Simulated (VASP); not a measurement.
These are PBE GGA, VASP's PBE PAW potentials (set 64) (plane waves; VASP) values and carry that method's errors.

Input for VASP

INCAR:
```
! general
SYSTEM  = FePt
PREC    = Accurate
ENCUT   = 400
LREAL   = .FALSE.
LASPH   = .TRUE.

! electronic loop
EDIFF   = 1E-6
NELM    = 100
ALGO    = Normal
LMAXMIX = 6

! smearing
ISMEAR  = 1
SIGMA   = 0.1

! functional
GGA     = PE

! spin
ISPIN   = 1

! ions
ISIF    = 2

! output
LWAVE   = .FALSE.
LCHARG  = .FALSE.
LORBIT  = 10
```

File POSCAR:
```
FePt
3.6336920
  0.7308467531   0.0000000000   0.0000000000
  0.0000000000   0.7535531355   0.0000000000
  0.0000000000   0.0000000000   1.0000000000
Fe Pt
1 1
Cartesian
  0.0000000000   0.0000000000   0.0000000000
  0.3762991071   0.3767765677   0.5000000000
```

File KPOINTS:
```
K-points
0
gamma
  12 12 9
0 0 0
```

POTCAR, in this order: Fe Pt (PBE.64 set). Program: vasp_std.

**Question.** What will the output report for the number of irreducible k-points (NKPTS), number of bands (NBANDS), largest plane-wave count, number of space-group operations, FFT grid (NGX, NGY, NGZ)?

**Answer.** 
```json
{
 "number of irreducible k-points (NKPTS)": "245",
 "number of bands (NBANDS)": "13",
 "largest_plane_wave_count": "495",
 "number_of_space_group_operations": "4",
 "FFT grid (NGX, NGY, NGZ)": "18 × 18 × 24"
}
```

The compound is FePt in the L1_0 structure. The cell was not relaxed at this level, atoms are displaced from their ideal sites. The run is one of a series of settings (ISPIN = 1, the spin start removed against the base run), some of them coarse on purpose. The run is not spin-polarised, so no magnetic state was tried.
